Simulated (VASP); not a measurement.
# SnTeS4 (P-3m1) in VASP: density of states with PBE

Aim: the density of states of SnTeS4 with PBE.

Everything below comes from runs of VASP 6.6.1. Logs are shortened: lines on timing, memory, paths and dates and some standing lists are left out, and cuts for length are marked.

### 1 The crystal as given

Symmetry: P-3m1, No. 164, trigonal system. The conventional cell has a = 3.761 Å, b = 3.761 Å, c = 13.576 Å, α = 90.00°, β = 90.00°, γ = 120.00°. Around Sn (site symmetry -3m) lie 6 S at 2.62 Å. Around Te (site symmetry -3m) lie 6 S at 2.68 Å. S (site symmetry 3m) is surrounded by 3 Te at 2.68 Å. S (site symmetry 3m) has 3 Sn at 2.62 Å as nearest neighbours.

The cell was built by a generator and needn't be a form met in nature.

### 2 Density of states, PBE

Contents of POSCAR:

```
SnTeS4                                  
1.0
    3.7609683489     -0.0000000000     -0.0000000000
   -1.8804841794      3.2570941343      0.0000000000
    0.0000000000      0.0000000000     13.5761546585
  Sn              Te              S             
     1     1     4
Direct
     0.0000000000000000    1.0000000000000000    0.5000000000000000
     0.0000000000000000    1.0000000000000000    1.0000000000000000
     0.6666666699999979    0.3333333300000021    0.8842049205822577
     0.6666666699999979    0.3333333300000021    0.3926369429315104
     0.3333333300000021    0.6666666699999979    0.6073630570684897
     0.3333333300000021    0.6666666699999979    0.1157950794177494
```

Contents of INCAR.step1:

```
ALGO     = Fast           # electronic algorithm
EDIFF    = 1E-7           # SCF threshold, eV
ENCUT    = 520            # plane-wave cutoff, eV
GGA      = PE             # functional
ISIF     = 2              # what is computed and relaxed
ISMEAR   = 0              # smearing method
KPAR     = 4            
LASPH    = T              # aspherical terms in the spheres
LCHARG   = T              # write CHGCAR
LREAL    = F              # projectors in reciprocal space
LWAVE    = F              # write WAVECAR
NBANDS   = 31             # bands
NELM     = 80             # most SCF steps
PREC     = Accurate       # precision mode
SIGMA    = 0.03           # smearing width, eV
```

Contents of KPOINTS.step1:

```
k-points
0
Gamma
  8 8 2
```

Contents of INCAR.step2:

```
ALGO     = Fast           # electronic algorithm
EDIFF    = 1E-7           # SCF threshold, eV
ENCUT    = 520            # plane-wave cutoff, eV
GGA      = PE             # functional
ICHARG   = 11             # starting density
ISIF     = 2              # what is computed and relaxed
ISMEAR   = -5             # smearing method
KPAR     = 4            
LASPH    = T              # aspherical terms in the spheres
LCHARG   = F              # write CHGCAR
LORBIT   = 10             # projections on sites
LREAL    = F              # projectors in reciprocal space
LWAVE    = F              # write WAVECAR
NBANDS   = 31             # bands
NEDOS    = 1001           # points of the DOS
NELM     = 80             # most SCF steps
PREC     = Accurate       # precision mode
SIGMA    = 0.03           # smearing width, eV
```

Contents of KPOINTS.step2:

```
k-points
0
Gamma
  12 12 3
```

Potentials or basis: VASP PAW PBE potentials, release 64 (Sn_d, Te, S).

Run with:

```sh
cat potpaw_PBE.64/Sn_d/POTCAR potpaw_PBE.64/Te/POTCAR potpaw_PBE.64/S/POTCAR > POTCAR
cp INCAR.step1 INCAR
cp KPOINTS.step1 KPOINTS
mpirun -np 4 vasp_std > vasp.out
cp INCAR.step2 INCAR
cp KPOINTS.step2 KPOINTS
mpirun -np 4 vasp_std > vasp.out
```

OUTCAR:

```text
EDIFF = 1E-7
   ENCUT = 520
   GGA = PE
   ICHARG = 11
   ISIF = 2
   ISMEAR = -5
   LASPH = T
   LORBIT = 10
   LREAL = F
   NELM = 80
   PREC = Accurate

 ion  position               nearest neighbor table
   1  0.000  0.000  0.500-   4 2.62   5 2.62   4 2.62   5 2.62   4 2.62   5 2.62
   2  0.000  0.000  0.000-   3 2.68   6 2.68   3 2.68   6 2.68   3 2.68   6 2.68
   3  0.667  0.333  0.884-   2 2.68   2 2.68   2 2.68
   4  0.667  0.333  0.393-   1 2.62   1 2.62   1 2.62
   5  0.333  0.667  0.607-   1 2.62   1 2.62   1 2.62
   6  0.333  0.667  0.116-   2 2.68   2 2.68   2 2.68

  LATTYP: Found a hexagonal cell.
 ALAT       =     3.7609683489
 C/A-ratio  =     3.6097497769

  Lattice vectors:

 A1 = (   3.7609683489,   0.0000000000,   0.0000000000)
 A2 = (  -1.8804841794,   3.2570941343,   0.0000000000)
 A3 = (   0.0000000000,   0.0000000000,  13.5761546585)

Analysis of symmetry for initial positions (statically):
=====================================================================
 Subroutine PRICEL returns:
 Original cell was already a primitive cell.

 Routine SETGRP: Setting up the symmetry group for a
 hexagonal supercell.

 Subroutine GETGRP returns: Found 12 space group operations
 (whereof 12 operations were pure point group operations)
 out of a pool of 24 trial point group operations.

The static configuration has the point symmetry D_3d.

Analysis of symmetry for dynamics (positions and initial velocities):
=====================================================================
 Subroutine PRICEL returns:
 Original cell was already a primitive cell.

 Routine SETGRP: Setting up the symmetry group for a
 hexagonal supercell.

 Subroutine GETGRP returns: Found 12 space group operations
 (whereof 12 operations were pure point group operations)
 out of a pool of 24 trial point group operations.

The dynamic configuration has the point symmetry D_3d.

 Subroutine INISYM returns: Found 12 space group operations
 (whereof 12 operations are pure point group operations),
 and found     1 'primitive' translations

----------------------------------------------------------------------------------------

                                     Primitive cell

  volume of cell :     166.3056

  direct lattice vectors                    reciprocal lattice vectors
     3.760968349  0.000000000  0.000000000     0.265888970  0.153511069  0.000000000
    -1.880484179  3.257094134  0.000000000     0.000000000  0.307022137  0.000000000
[... 104 lines left out ...]
   TEBEG  =    0.0;   TEEND  =   0.0 temperature during run
   PSTRESS=    0.0 pullay stress
   NELECT =      44.0000    total number of electrons
   NUPDOWN=      -1.0000    fix difference up-down
   EMIN   =  10.00;   EMAX   =-10.00  energy-range for DOS
   EFERMI =   0.00;   METHOD = LEGACY
   ISMEAR =    -5;   SIGMA  =   0.03  broadening in eV -4-tet -1-fermi 0-gaus
   EFERMI_NEDOS =   21; number of points for ismear=-14 and -15
   IALGO  =     68    algorithm
   IMIX   =      4    mixing-type and parameters
     AMIX     =   0.40;   BMIX     =  1.00
     AMIX_MAG =   1.60;   BMIX_MAG =  1.00
  volume/ion in A,a.u.               =      27.72       187.05
  Fermi-wavevector in a.u.,A,eV,Ry     =   1.050970  1.986044 15.028138  1.104537
  Thomas-Fermi vector in A             =   2.185994
   LORBIT       =     10    0 simple, 1 ext, 2 COOP (PROOUT), +10 PAW based schemes
   GGA     = PE    functional components
   LHFCALC =     F    Hartree Fock is set to
   AEXX    =    0.0000 exact exchange contribution
   IVDW    =     0    specifies the selected vdW correction
   LEPSILON=     F    determine dielectric tensor
   LRPA    =     F    only Hartree local field effects (RPA)
 non-spin polarized calculation
 RMM-DIIS sequential band-by-band and
 Fermi weights with tetrahedron method with Bloechl corrections
  energy-cutoff  :      520.00
  volume of cell :      166.31
 maximum number of plane-waves:      4511

 number of electron      43.9999992 magnetization

 Free energy of the ion-electron system (eV)
  ---------------------------------------------------
  ext. energy  EPLUGINS =         0.00000000
  ---------------------------------------------------
  free energy    TOTEN  =       -24.31333884 eV

  energy without entropy =      -24.31333884  energy(sigma->0) =      -24.31333884

 E-fermi :   3.4793     XC(G=0):  -8.5231

 val. band max:        3.4638384022   @ k =   0.0833   0.0833   0.3333
 cond. band min:       4.1146695899   @ k =   0.5000   0.0000   0.3333
 fundamental gap:      0.6508311877
 Fermi energy:         3.4792861042

 k-point     1 :       0.0000    0.0000    0.0000
  band No.  band energies     occupation
      1     -18.1467      2.00000
      2     -18.1467      2.00000
      3     -18.1178      2.00000
      4     -18.0938      2.00000
      5     -18.0938      2.00000
      6     -11.6661      2.00000
[... 805 lines left out ...]
     30       9.4927      0.00000
     31      10.1819      0.00000

 [... further k-points ...]
[... 5 lines left out ...]
  --------------------------------------------------------------------------------------
  -------------------------------------------------------------------------------------
  Total       -0.0382992     -0.0382992     -0.0029001      0.0000000      0.0000000      0.0000000
  in kB       -0.3689719     -0.3689719     -0.0279390      0.0000000      0.0000000      0.0000000
  external PRESSURE =      -0.2552943 kB  Pullay stress =       0.0000000 kB

 VOLUME and BASIS-vectors are now :
 -----------------------------------------------------------------------------
  energy-cutoff  :      520.00
  volume of cell :      166.31
      direct lattice vectors                 reciprocal lattice vectors
     3.760968349  0.000000000  0.000000000     0.265888970  0.153511069  0.000000000
    -1.880484179  3.257094134  0.000000000     0.000000000  0.307022137  0.000000000
     0.000000000  0.000000000 13.576154659     0.000000000  0.000000000  0.073658560

 POSITION                                       TOTAL-FORCE (eV/Angst)
 -----------------------------------------------------------------------------------
      0.00000      0.00000      6.78808         0.000000      0.000000      0.000000
      0.00000      0.00000      0.00000         0.000000      0.000000      0.000000
      1.88048      1.08570     12.00410        -0.000000      0.000000      0.001524
      1.88048      1.08570      5.33050         0.000000     -0.000000      0.000296
     -0.00000      2.17140      8.24565        -0.000000      0.000000     -0.000296
     -0.00000      2.17140      1.57205         0.000000     -0.000000     -0.001524
 -----------------------------------------------------------------------------------
    total drift:                               -0.000000     -0.000000     -0.000000

  FREE ENERGIE OF THE ION-ELECTRON SYSTEM (eV)
  ---------------------------------------------------
  free  energy   TOTEN  =       -24.3133388428 eV

  energy  without entropy=      -24.3133388428  energy(sigma->0) =      -24.31333884

 total charge

# of ion       s       p       d       tot
------------------------------------------
    1        1.023   0.984  10.118  12.125
    2        1.535   1.467   0.140   3.142
    3        1.378   2.261   0.000   3.640
    4        1.364   2.320   0.000   3.684
    5        1.364   2.320   0.000   3.684
    6        1.378   2.261   0.000   3.640
--------------------------------------------------
tot          8.043  11.614  10.258  29.914
```

OUTCAR.step1:

```text
EDIFF = 1E-7
   ENCUT = 520
   GGA = PE
   ISIF = 2
[... 914 lines left out ...]
      1.88048      1.08570     12.00410        -0.000000     -0.000000      0.003298
      1.88048      1.08570      5.33050         0.000000     -0.000000      0.000530
     -0.00000      2.17140      8.24565        -0.000000      0.000000     -0.000530
     -0.00000      2.17140      1.57205        -0.000000      0.000000     -0.003298
 -----------------------------------------------------------------------------------
    total drift:                               -0.000000     -0.000000     -0.000000

  FREE ENERGIE OF THE ION-ELECTRON SYSTEM (eV)
  ---------------------------------------------------
  free  energy   TOTEN  =       -24.3107995805 eV

  energy  without entropy=      -24.3107995805  energy(sigma->0) =      -24.31079958
```

OSZICAR.step1:

```text
N       E                     dE             d eps       ncg     rms          rms(c)
DAV:   1     0.357348915571E+03    0.35735E+03   -0.18835E+04  1268   0.140E+03
DAV:   2     0.219663840210E+02   -0.33538E+03   -0.31763E+03  1368   0.346E+02
DAV:   3    -0.236877339506E+02   -0.45654E+02   -0.44719E+02  1605   0.123E+02
DAV:   4    -0.256039546386E+02   -0.19162E+01   -0.19044E+01  1510   0.275E+01
[... 14 lines left out ...]
RMM:  19    -0.243108042356E+02    0.32846E-05   -0.18714E-06  1728   0.532E-03    0.108E-01
RMM:  20    -0.243108012890E+02    0.29466E-05   -0.29352E-06  1977   0.682E-03    0.613E-02
RMM:  21    -0.243108002963E+02    0.99269E-06   -0.10061E-06  1685   0.419E-03    0.403E-02
RMM:  22    -0.243107996484E+02    0.64790E-06   -0.16818E-06  1803   0.441E-03    0.136E-02
RMM:  23    -0.243107995805E+02    0.67835E-07   -0.27460E-07  1317   0.228E-03
   1 F= -.24310800E+02 E0= -.24310800E+02  d E =-.443712E-19
```

Run time: 2.7 min. Hardware: 4 MPI ranks of AMD EPYC 7R13 (Zen 3), shared host; peak memory 0.39 GiB.

Results:

```yaml
Valence_electrons_inside_the_program's_atomic_spheres: Sn 12.12; Te 3.14; S 3.64, 3.68
```

States per cell in windows of 1 eV (zero at the valence-band top; states under -8 eV left out):
```
from (eV)  total  S4_p  S5_p  S3_p  S6_p  Te2_p  Sn1_p
     -8.0   0.92  0.06  0.06  0.00  0.00   0.00   0.00
     -7.0   0.69  0.05  0.05  0.00  0.00   0.00   0.00
     -6.0   1.68  0.03  0.03  0.14  0.14   0.28   0.00
     -5.0   3.60  0.23  0.23  0.25  0.25   0.46   0.24
     -4.0   3.88  0.34  0.34  0.27  0.27   0.43   0.30
     -3.0   2.91  0.41  0.41  0.16  0.16   0.14   0.25
     -2.0   8.40  1.16  1.16  0.98  0.98   0.04   0.09
     -1.0   2.12  0.06  0.06  0.44  0.44   0.01   0.00
      0.0   0.24  0.03  0.03  0.00  0.00   0.00   0.00
      1.0   2.65  0.31  0.31  0.11  0.11   0.26   0.02
      2.0   3.51  0.01  0.01  0.49  0.49   0.98   0.01
      3.0   2.19  0.02  0.02  0.26  0.26   0.46   0.14
      4.0   2.22  0.12  0.12  0.02  0.02   0.01   0.54
      5.0   4.69  0.28  0.28  0.05  0.05   0.02   0.96
      6.0   2.53  0.09  0.09  0.02  0.02   0.01   0.17
      7.0   0.08  0.00  0.00  0.00  0.00   0.00   0.00
```

Caveat: this functional lacks dispersion, which binds the layers, so the pressure and a relaxed spacing across them are unreliable. Spin-orbit coupling is left out, which matters for the levels of Te.
